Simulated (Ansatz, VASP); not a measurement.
# Sn: VASP beside Ansatz, part 2 of 3

Aim: how closely do two programs agree when they are given the same cell, functional and k mesh? The cell is taken from a series of runs on this material, whose earlier steps may have relaxed, scaled, displaced or heated it; both programs get it as it stands.

VASP 6.6.1 and Ansatz 0.2.0.

So far: The starting structure; Ansatz: zone-centre phonons, LDA.

## (3) VASP: zone-centre phonons, LDA

Level of this step: LDA; plane waves and PAW (Sn_d) (VASP).

The same cell, functional (in two slightly different forms), mesh and smearing now go to VASP, with its own data sets.

Lines of VASP's logs that name or quote its potential files are left out, and so is its time.

Input file INCAR:

```
SYSTEM = Sn
PREC = Accurate
ENCUT = 500
EDIFF = 1E-08
NELM = 120
ISMEAR = 0
SIGMA = 0.015
LREAL = .FALSE.
ALGO = Normal
GGA = PW92
NBANDS = 20
LORBIT = 11
LWAVE = .FALSE.
LCHARG = .FALSE.
ISIF = 2
ISYM = 2
IBRION = 8
LASPH = .TRUE.
GGA_COMPAT = .FALSE.
EFERMI = MIDGAP
KPAR = 2
```

Input file POSCAR:

```
Sn
1.0
    0.0000000000      3.2047585175      3.3331439544
    3.2047585175      0.0000000000      3.3331439544
    3.2047585175      3.2047585175      0.0000000000
Sn
2
Direct
    0.5000051470      0.5000051470      0.4998283220
    0.7499948530      0.7499948530      0.7501716780
```

Input file KPOINTS:

```
Points of the shifted mesh
1728
Reciprocal
 0.0416666667  0.0416666667  0.0416666667 1
 0.0416666667  0.0416666667  0.1250000000 1
 0.0416666667  0.0416666667  0.2083333333 1
 0.0416666667  0.0416666667  0.2916666667 1
 0.0416666667  0.0416666667  0.3750000000 1
 0.0416666667  0.0416666667  0.4583333333 1
 0.0416666667  0.0416666667  0.5416666667 1
 0.0416666667  0.0416666667  0.6250000000 1
 0.0416666667  0.0416666667  0.7083333333 1
 0.0416666667  0.0416666667  0.7916666667 1
 0.0416666667  0.0416666667  0.8750000000 1
 0.0416666667  0.0416666667  0.9583333333 1
 0.0416666667  0.1250000000  0.0416666667 1
 0.0416666667  0.1250000000  0.1250000000 1
 0.0416666667  0.1250000000  0.2083333333 1
 0.0416666667  0.1250000000  0.2916666667 1
 0.0416666667  0.1250000000  0.3750000000 1
 0.0416666667  0.1250000000  0.4583333333 1
 0.0416666667  0.1250000000  0.5416666667 1
 0.0416666667  0.1250000000  0.6250000000 1
 0.0416666667  0.1250000000  0.7083333333 1
 0.0416666667  0.1250000000  0.7916666667 1
 0.0416666667  0.1250000000  0.8750000000 1
 0.0416666667  0.1250000000  0.9583333333 1
 0.0416666667  0.2083333333  0.0416666667 1
 0.0416666667  0.2083333333  0.1250000000 1
 0.0416666667  0.2083333333  0.2083333333 1
 0.0416666667  0.2083333333  0.2916666667 1
 0.0416666667  0.2083333333  0.3750000000 1
 0.0416666667  0.2083333333  0.4583333333 1
 0.0416666667  0.2083333333  0.5416666667 1
 0.0416666667  0.2083333333  0.6250000000 1
 0.0416666667  0.2083333333  0.7083333333 1
 0.0416666667  0.2083333333  0.7916666667 1
 0.0416666667  0.2083333333  0.8750000000 1
 0.0416666667  0.2083333333  0.9583333333 1
 0.0416666667  0.2916666667  0.0416666667 1
 0.0416666667  0.2916666667  0.1250000000 1
 0.0416666667  0.2916666667  0.2083333333 1
 0.0416666667  0.2916666667  0.2916666667 1
 0.0416666667  0.2916666667  0.3750000000 1
 0.0416666667  0.2916666667  0.4583333333 1
 0.0416666667  0.2916666667  0.5416666667 1
 0.0416666667  0.2916666667  0.6250000000 1
 0.0416666667  0.2916666667  0.7083333333 1
 0.0416666667  0.2916666667  0.7916666667 1
 0.0416666667  0.2916666667  0.8750000000 1
 0.0416666667  0.2916666667  0.9583333333 1
 0.0416666667  0.3750000000  0.0416666667 1
 0.0416666667  0.3750000000  0.1250000000 1
 0.0416666667  0.3750000000  0.2083333333 1
 0.0416666667  0.3750000000  0.2916666667 1
 0.0416666667  0.3750000000  0.3750000000 1
 0.0416666667  0.3750000000  0.4583333333 1
 0.0416666667  0.3750000000  0.5416666667 1
 0.0416666667  0.3750000000  0.6250000000 1
 0.0416666667  0.3750000000  0.7083333333 1
 0.0416666667  0.3750000000  0.7916666667 1
 0.0416666667  0.3750000000  0.8750000000 1
 0.0416666667  0.3750000000  0.9583333333 1
 0.0416666667  0.4583333333  0.0416666667 1
 0.0416666667  0.4583333333  0.1250000000 1
 0.0416666667  0.4583333333  0.2083333333 1
 0.0416666667  0.4583333333  0.2916666667 1
 0.0416666667  0.4583333333  0.3750000000 1
 0.0416666667  0.4583333333  0.4583333333 1
 0.0416666667  0.4583333333  0.5416666667 1
 0.0416666667  0.4583333333  0.6250000000 1
 0.0416666667  0.4583333333  0.7083333333 1
 0.0416666667  0.4583333333  0.7916666667 1
 0.0416666667  0.4583333333  0.8750000000 1
 0.0416666667  0.4583333333  0.9583333333 1
 0.0416666667  0.5416666667  0.0416666667 1
 0.0416666667  0.5416666667  0.1250000000 1
 0.0416666667  0.5416666667  0.2083333333 1
 0.0416666667  0.5416666667  0.2916666667 1
 0.0416666667  0.5416666667  0.3750000000 1
 0.0416666667  0.5416666667  0.4583333333 1
 0.0416666667  0.5416666667  0.5416666667 1
 0.0416666667  0.5416666667  0.6250000000 1
 0.0416666667  0.5416666667  0.7083333333 1
 0.0416666667  0.5416666667  0.7916666667 1
 0.0416666667  0.5416666667  0.8750000000 1
 0.0416666667  0.5416666667  0.9583333333 1
 0.0416666667  0.6250000000  0.0416666667 1
 0.0416666667  0.6250000000  0.1250000000 1
 0.0416666667  0.6250000000  0.2083333333 1
 0.0416666667  0.6250000000  0.2916666667 1
 0.0416666667  0.6250000000  0.3750000000 1
 0.0416666667  0.6250000000  0.4583333333 1
 0.0416666667  0.6250000000  0.5416666667 1
 0.0416666667  0.6250000000  0.6250000000 1
 0.0416666667  0.6250000000  0.7083333333 1
 0.0416666667  0.6250000000  0.7916666667 1
 0.0416666667  0.6250000000  0.8750000000 1
 0.0416666667  0.6250000000  0.9583333333 1
 0.0416666667  0.7083333333  0.0416666667 1
 0.0416666667  0.7083333333  0.1250000000 1
 0.0416666667  0.7083333333  0.2083333333 1
 0.0416666667  0.7083333333  0.2916666667 1
 0.0416666667  0.7083333333  0.3750000000 1
 0.0416666667  0.7083333333  0.4583333333 1
 0.0416666667  0.7083333333  0.5416666667 1
 0.0416666667  0.7083333333  0.6250000000 1
 0.0416666667  0.7083333333  0.7083333333 1
 0.0416666667  0.7083333333  0.7916666667 1
 0.0416666667  0.7083333333  0.8750000000 1
 0.0416666667  0.7083333333  0.9583333333 1
 0.0416666667  0.7916666667  0.0416666667 1
 0.0416666667  0.7916666667  0.1250000000 1
 0.0416666667  0.7916666667  0.2083333333 1
 0.0416666667  0.7916666667  0.2916666667 1
[... 1390 lines left out ...]
 0.8750000000  0.4583333333  0.1250000000 1
 0.8750000000  0.4583333333  0.2083333333 1
 0.8750000000  0.4583333333  0.2916666667 1
 0.8750000000  0.4583333333  0.3750000000 1
 0.8750000000  0.4583333333  0.4583333333 1
 0.8750000000  0.4583333333  0.5416666667 1
 0.8750000000  0.4583333333  0.6250000000 1
 0.8750000000  0.4583333333  0.7083333333 1
 0.8750000000  0.4583333333  0.7916666667 1
 0.8750000000  0.4583333333  0.8750000000 1
 0.8750000000  0.4583333333  0.9583333333 1
 0.8750000000  0.5416666667  0.0416666667 1
 0.8750000000  0.5416666667  0.1250000000 1
 0.8750000000  0.5416666667  0.2083333333 1
 0.8750000000  0.5416666667  0.2916666667 1
 0.8750000000  0.5416666667  0.3750000000 1
 0.8750000000  0.5416666667  0.4583333333 1
 0.8750000000  0.5416666667  0.5416666667 1
 0.8750000000  0.5416666667  0.6250000000 1
 0.8750000000  0.5416666667  0.7083333333 1
 0.8750000000  0.5416666667  0.7916666667 1
 0.8750000000  0.5416666667  0.8750000000 1
 0.8750000000  0.5416666667  0.9583333333 1
 0.8750000000  0.6250000000  0.0416666667 1
 0.8750000000  0.6250000000  0.1250000000 1
 0.8750000000  0.6250000000  0.2083333333 1
 0.8750000000  0.6250000000  0.2916666667 1
 0.8750000000  0.6250000000  0.3750000000 1
 0.8750000000  0.6250000000  0.4583333333 1
 0.8750000000  0.6250000000  0.5416666667 1
 0.8750000000  0.6250000000  0.6250000000 1
 0.8750000000  0.6250000000  0.7083333333 1
 0.8750000000  0.6250000000  0.7916666667 1
 0.8750000000  0.6250000000  0.8750000000 1
 0.8750000000  0.6250000000  0.9583333333 1
 0.8750000000  0.7083333333  0.0416666667 1
 0.8750000000  0.7083333333  0.1250000000 1
 0.8750000000  0.7083333333  0.2083333333 1
 0.8750000000  0.7083333333  0.2916666667 1
 0.8750000000  0.7083333333  0.3750000000 1
 0.8750000000  0.7083333333  0.4583333333 1
 0.8750000000  0.7083333333  0.5416666667 1
 0.8750000000  0.7083333333  0.6250000000 1
 0.8750000000  0.7083333333  0.7083333333 1
 0.8750000000  0.7083333333  0.7916666667 1
 0.8750000000  0.7083333333  0.8750000000 1
 0.8750000000  0.7083333333  0.9583333333 1
 0.8750000000  0.7916666667  0.0416666667 1
 0.8750000000  0.7916666667  0.1250000000 1
 0.8750000000  0.7916666667  0.2083333333 1
 0.8750000000  0.7916666667  0.2916666667 1
 0.8750000000  0.7916666667  0.3750000000 1
 0.8750000000  0.7916666667  0.4583333333 1
 0.8750000000  0.7916666667  0.5416666667 1
 0.8750000000  0.7916666667  0.6250000000 1
 0.8750000000  0.7916666667  0.7083333333 1
 0.8750000000  0.7916666667  0.7916666667 1
 0.8750000000  0.7916666667  0.8750000000 1
 0.8750000000  0.7916666667  0.9583333333 1
 0.8750000000  0.8750000000  0.0416666667 1
 0.8750000000  0.8750000000  0.1250000000 1
 0.8750000000  0.8750000000  0.2083333333 1
 0.8750000000  0.8750000000  0.2916666667 1
 0.8750000000  0.8750000000  0.3750000000 1
 0.8750000000  0.8750000000  0.4583333333 1
 0.8750000000  0.8750000000  0.5416666667 1
 0.8750000000  0.8750000000  0.6250000000 1
 0.8750000000  0.8750000000  0.7083333333 1
 0.8750000000  0.8750000000  0.7916666667 1
 0.8750000000  0.8750000000  0.8750000000 1
 0.8750000000  0.8750000000  0.9583333333 1
 0.8750000000  0.9583333333  0.0416666667 1
 0.8750000000  0.9583333333  0.1250000000 1
 0.8750000000  0.9583333333  0.2083333333 1
 0.8750000000  0.9583333333  0.2916666667 1
 0.8750000000  0.9583333333  0.3750000000 1
 0.8750000000  0.9583333333  0.4583333333 1
 0.8750000000  0.9583333333  0.5416666667 1
 0.8750000000  0.9583333333  0.6250000000 1
 0.8750000000  0.9583333333  0.7083333333 1
 0.8750000000  0.9583333333  0.7916666667 1
 0.8750000000  0.9583333333  0.8750000000 1
 0.8750000000  0.9583333333  0.9583333333 1
 0.9583333333  0.0416666667  0.0416666667 1
 0.9583333333  0.0416666667  0.1250000000 1
 0.9583333333  0.0416666667  0.2083333333 1
 0.9583333333  0.0416666667  0.2916666667 1
 0.9583333333  0.0416666667  0.3750000000 1
 0.9583333333  0.0416666667  0.4583333333 1
 0.9583333333  0.0416666667  0.5416666667 1
 0.9583333333  0.0416666667  0.6250000000 1
 0.9583333333  0.0416666667  0.7083333333 1
 0.9583333333  0.0416666667  0.7916666667 1
 0.9583333333  0.0416666667  0.8750000000 1
 0.9583333333  0.0416666667  0.9583333333 1
 0.9583333333  0.1250000000  0.0416666667 1
 0.9583333333  0.1250000000  0.1250000000 1
 0.9583333333  0.1250000000  0.2083333333 1
 0.9583333333  0.1250000000  0.2916666667 1
 0.9583333333  0.1250000000  0.3750000000 1
 0.9583333333  0.1250000000  0.4583333333 1
 0.9583333333  0.1250000000  0.5416666667 1
 0.9583333333  0.1250000000  0.6250000000 1
 0.9583333333  0.1250000000  0.7083333333 1
 0.9583333333  0.1250000000  0.7916666667 1
 0.9583333333  0.1250000000  0.8750000000 1
 0.9583333333  0.1250000000  0.9583333333 1
 0.9583333333  0.2083333333  0.0416666667 1
 0.9583333333  0.2083333333  0.1250000000 1
 0.9583333333  0.2083333333  0.2083333333 1
 0.9583333333  0.2083333333  0.2916666667 1
 0.9583333333  0.2083333333  0.3750000000 1
 0.9583333333  0.2083333333  0.4583333333 1
 0.9583333333  0.2083333333  0.5416666667 1
 0.9583333333  0.2083333333  0.6250000000 1
 0.9583333333  0.2083333333  0.7083333333 1
 0.9583333333  0.2083333333  0.7916666667 1
 0.9583333333  0.2083333333  0.8750000000 1
 0.9583333333  0.2083333333  0.9583333333 1
 0.9583333333  0.2916666667  0.0416666667 1
 0.9583333333  0.2916666667  0.1250000000 1
 0.9583333333  0.2916666667  0.2083333333 1
 0.9583333333  0.2916666667  0.2916666667 1
 0.9583333333  0.2916666667  0.3750000000 1
 0.9583333333  0.2916666667  0.4583333333 1
 0.9583333333  0.2916666667  0.5416666667 1
 0.9583333333  0.2916666667  0.6250000000 1
 0.9583333333  0.2916666667  0.7083333333 1
 0.9583333333  0.2916666667  0.7916666667 1
 0.9583333333  0.2916666667  0.8750000000 1
 0.9583333333  0.2916666667  0.9583333333 1
 0.9583333333  0.3750000000  0.0416666667 1
 0.9583333333  0.3750000000  0.1250000000 1
 0.9583333333  0.3750000000  0.2083333333 1
 0.9583333333  0.3750000000  0.2916666667 1
 0.9583333333  0.3750000000  0.3750000000 1
 0.9583333333  0.3750000000  0.4583333333 1
 0.9583333333  0.3750000000  0.5416666667 1
 0.9583333333  0.3750000000  0.6250000000 1
 0.9583333333  0.3750000000  0.7083333333 1
 0.9583333333  0.3750000000  0.7916666667 1
 0.9583333333  0.3750000000  0.8750000000 1
 0.9583333333  0.3750000000  0.9583333333 1
 0.9583333333  0.4583333333  0.0416666667 1
 0.9583333333  0.4583333333  0.1250000000 1
 0.9583333333  0.4583333333  0.2083333333 1
 0.9583333333  0.4583333333  0.2916666667 1
 0.9583333333  0.4583333333  0.3750000000 1
 0.9583333333  0.4583333333  0.4583333333 1
 0.9583333333  0.4583333333  0.5416666667 1
 0.9583333333  0.4583333333  0.6250000000 1
 0.9583333333  0.4583333333  0.7083333333 1
 0.9583333333  0.4583333333  0.7916666667 1
 0.9583333333  0.4583333333  0.8750000000 1
 0.9583333333  0.4583333333  0.9583333333 1
 0.9583333333  0.5416666667  0.0416666667 1
 0.9583333333  0.5416666667  0.1250000000 1
 0.9583333333  0.5416666667  0.2083333333 1
 0.9583333333  0.5416666667  0.2916666667 1
 0.9583333333  0.5416666667  0.3750000000 1
 0.9583333333  0.5416666667  0.4583333333 1
 0.9583333333  0.5416666667  0.5416666667 1
 0.9583333333  0.5416666667  0.6250000000 1
 0.9583333333  0.5416666667  0.7083333333 1
 0.9583333333  0.5416666667  0.7916666667 1
 0.9583333333  0.5416666667  0.8750000000 1
 0.9583333333  0.5416666667  0.9583333333 1
 0.9583333333  0.6250000000  0.0416666667 1
 0.9583333333  0.6250000000  0.1250000000 1
 0.9583333333  0.6250000000  0.2083333333 1
 0.9583333333  0.6250000000  0.2916666667 1
 0.9583333333  0.6250000000  0.3750000000 1
 0.9583333333  0.6250000000  0.4583333333 1
 0.9583333333  0.6250000000  0.5416666667 1
 0.9583333333  0.6250000000  0.6250000000 1
 0.9583333333  0.6250000000  0.7083333333 1
 0.9583333333  0.6250000000  0.7916666667 1
 0.9583333333  0.6250000000  0.8750000000 1
 0.9583333333  0.6250000000  0.9583333333 1
 0.9583333333  0.7083333333  0.0416666667 1
 0.9583333333  0.7083333333  0.1250000000 1
 0.9583333333  0.7083333333  0.2083333333 1
 0.9583333333  0.7083333333  0.2916666667 1
 0.9583333333  0.7083333333  0.3750000000 1
 0.9583333333  0.7083333333  0.4583333333 1
 0.9583333333  0.7083333333  0.5416666667 1
 0.9583333333  0.7083333333  0.6250000000 1
 0.9583333333  0.7083333333  0.7083333333 1
 0.9583333333  0.7083333333  0.7916666667 1
 0.9583333333  0.7083333333  0.8750000000 1
 0.9583333333  0.7083333333  0.9583333333 1
 0.9583333333  0.7916666667  0.0416666667 1
 0.9583333333  0.7916666667  0.1250000000 1
 0.9583333333  0.7916666667  0.2083333333 1
 0.9583333333  0.7916666667  0.2916666667 1
 0.9583333333  0.7916666667  0.3750000000 1
 0.9583333333  0.7916666667  0.4583333333 1
 0.9583333333  0.7916666667  0.5416666667 1
 0.9583333333  0.7916666667  0.6250000000 1
 0.9583333333  0.7916666667  0.7083333333 1
 0.9583333333  0.7916666667  0.7916666667 1
 0.9583333333  0.7916666667  0.8750000000 1
 0.9583333333  0.7916666667  0.9583333333 1
 0.9583333333  0.8750000000  0.0416666667 1
 0.9583333333  0.8750000000  0.1250000000 1
 0.9583333333  0.8750000000  0.2083333333 1
 0.9583333333  0.8750000000  0.2916666667 1
 0.9583333333  0.8750000000  0.3750000000 1
 0.9583333333  0.8750000000  0.4583333333 1
 0.9583333333  0.8750000000  0.5416666667 1
 0.9583333333  0.8750000000  0.6250000000 1
 0.9583333333  0.8750000000  0.7083333333 1
 0.9583333333  0.8750000000  0.7916666667 1
 0.9583333333  0.8750000000  0.8750000000 1
 0.9583333333  0.8750000000  0.9583333333 1
 0.9583333333  0.9583333333  0.0416666667 1
 0.9583333333  0.9583333333  0.1250000000 1
 0.9583333333  0.9583333333  0.2083333333 1
 0.9583333333  0.9583333333  0.2916666667 1
 0.9583333333  0.9583333333  0.3750000000 1
 0.9583333333  0.9583333333  0.4583333333 1
 0.9583333333  0.9583333333  0.5416666667 1
 0.9583333333  0.9583333333  0.6250000000 1
 0.9583333333  0.9583333333  0.7083333333 1
 0.9583333333  0.9583333333  0.7916666667 1
 0.9583333333  0.9583333333  0.8750000000 1
 0.9583333333  0.9583333333  0.9583333333 1
```

The projector-augmented-wave data sets are Sn_d (LDA family, release 64).

Launch:

```
$ mpirun -np 2 vasp_std
```

Output:

```text
[banner, memory and clock lines left out]
running    2 mpi-ranks, on    1 nodes
 distrk:  each k-point on    1 cores,    2 groups
 distr:  one band on    1 cores,    1 groups

 POSCAR found type information on POSCAR Sn
 POSCAR found :  1 types and       2 ions
|                                                                             |
|               ----> ADVICE to this user running VASP <----                  |
|                                                                             |
|     You enforced a specific xc type in the INCAR file but a different       |
|     [... a line on the potential file left out ...]
|     I HOPE YOU KNOW WHAT YOU ARE DOING!                                     |
|                                                                             |

 LDA part: xc-table for (Slater(with rela. corr.)+PW92), standard interpolation
 POSCAR, INCAR and KPOINTS ok, starting setup
 FFT: planning ... GRIDC
 FFT: planning ... GRID_SOFT
 FFT: planning ... GRID
 WAVECAR not read
 entering main loop
       N       E                     dE             d eps       ncg     rms          rms(c)
DAV:   1     0.222964520878E+03    0.22296E+03   -0.14792E+04 69520   0.200E+03
DAV:   2     0.149592295334E+02   -0.20801E+03   -0.20422E+03 69340   0.442E+02
DAV:   3    -0.826507040334E+01   -0.23224E+02   -0.23080E+02 79144   0.144E+02
DAV:   4    -0.902513476630E+01   -0.76006E+00   -0.75954E+00 78432   0.294E+01
DAV:   5    -0.905153772698E+01   -0.26403E-01   -0.26402E-01 94468   0.538E+00    0.328E+00
DAV:   6    -0.896729340139E+01    0.84244E-01   -0.41899E-02 86716   0.223E+00    0.184E+00
DAV:   7    -0.892553730805E+01    0.41756E-01   -0.61841E-02 71760   0.222E+00    0.146E-01
DAV:   8    -0.892611074150E+01   -0.57343E-03   -0.52874E-03 79816   0.821E-01    0.532E-02
DAV:   9    -0.892619322779E+01   -0.82486E-04   -0.17531E-04 91508   0.101E-01    0.143E-02
DAV:  10    -0.892619367187E+01   -0.44407E-06   -0.14120E-05 93060   0.441E-02    0.396E-03
DAV:  11    -0.892619401680E+01   -0.34493E-06   -0.11185E-06 75232   0.730E-03    0.164E-03
DAV:  12    -0.892619401388E+01    0.29154E-08   -0.50126E-08 78560   0.216E-03
   1 F= -.89261940E+01 E0= -.89261940E+01  d E =-.129787E-09
 Linear response reoptimize wavefunctions to high precision
DAV:   1    -0.892619401561E+01   -0.17244E-08   -0.58316E-09 71972   0.667E-04
DAV:   2    -0.892619401565E+01   -0.38199E-10   -0.34258E-10 44784   0.188E-04
 Linear response DOF=           2
 Linear response progress:
  Degree of freedom:   1/  2
       N       E                     dE             d eps       ncg     rms          rms(c)
RMM:   1    -0.216395567480E+00   -0.21640E+00    0.61425E-01 86704   0.103E+01
RMM:   2    -0.223275930374E+00   -0.68804E-02   -0.20231E-02121046   0.119E+00    0.686E-02
RMM:   3    -0.223429049079E+00   -0.15312E-03   -0.16655E-03127273   0.329E-01    0.316E-02
RMM:   4    -0.223322901571E+00    0.10615E-03   -0.11920E-04126384   0.999E-02    0.106E-02
RMM:   5    -0.223313562392E+00    0.93392E-05   -0.16043E-05130184   0.328E-02    0.404E-03
RMM:   6    -0.223316748334E+00   -0.31859E-05   -0.13603E-06129036   0.956E-03    0.170E-03
RMM:   7    -0.223317517874E+00   -0.76954E-06   -0.21375E-07128075   0.339E-03    0.437E-04
RMM:   8    -0.223315398258E+00    0.21196E-05   -0.35102E-08130947   0.124E-03    0.271E-04
RMM:   9    -0.223314426452E+00    0.97181E-06   -0.22439E-08132071   0.487E-04    0.367E-05
RMM:  10    -0.223314609472E+00   -0.18302E-06    0.70884E-09137306   0.207E-04    0.280E-05
RMM:  11    -0.223314538859E+00    0.70614E-07    0.11140E-08132943   0.109E-04    0.556E-06
RMM:  12    -0.223314545441E+00   -0.65826E-08   -0.51511E-10141332   0.645E-05    0.419E-06
 first order change of Fermi-energy   0.65802E+00
 force on displaced ion       1 direction 1 :  -7.649  -0.116  -0.007
 Linear response progress:
  Degree of freedom:   2/  2
       N       E                     dE             d eps       ncg     rms          rms(c)
RMM:   1    -0.216743489022E+00   -0.21674E+00    0.56574E-01 86812   0.101E+01
RMM:   2    -0.223598483590E+00   -0.68550E-02   -0.20311E-02121188   0.119E+00    0.695E-02
RMM:   3    -0.223746943233E+00   -0.14846E-03   -0.16654E-03127387   0.329E-01    0.321E-02
RMM:   4    -0.223639390359E+00    0.10755E-03   -0.12022E-04126804   0.100E-01    0.105E-02
RMM:   5    -0.223631208570E+00    0.81818E-05   -0.15643E-05130251   0.327E-02    0.397E-03
RMM:   6    -0.223634521729E+00   -0.33132E-05   -0.13096E-06128622   0.959E-03    0.160E-03
RMM:   7    -0.223635374096E+00   -0.85237E-06   -0.18796E-07128027   0.343E-03    0.430E-04
RMM:   8    -0.223633066639E+00    0.23075E-05   -0.37782E-08130868   0.126E-03    0.230E-04
RMM:   9    -0.223632250792E+00    0.81585E-06   -0.65625E-09132362   0.490E-04    0.367E-05
RMM:  10    -0.223632369104E+00   -0.11831E-06   -0.11435E-08137000   0.214E-04    0.259E-05
RMM:  11    -0.223632263458E+00    0.10565E-06   -0.34651E-09132594   0.113E-04    0.641E-06
RMM:  12    -0.223632270780E+00   -0.73217E-08   -0.70513E-09141297   0.668E-05    0.408E-06
 first order change of Fermi-energy   0.21044E+01
 force on displaced ion       1 direction 3 :  -0.007  -0.007  -8.056
 Linear response finished
```

(Continued in part 3 of 3.)

[Lines on the potential files, build, host, timing and source positions are cut from VASP's logs without a mark.]

[Logs are printed without paths, hosts, clocks, repeated set-up lines and the standing remarks that a program may print on its own settings, such as how far it seeks lower states.]

[Hosts, paths, dates, database ids (printed as entryN), source tags and the programs' standing remarks are cut or masked in the printed files.]
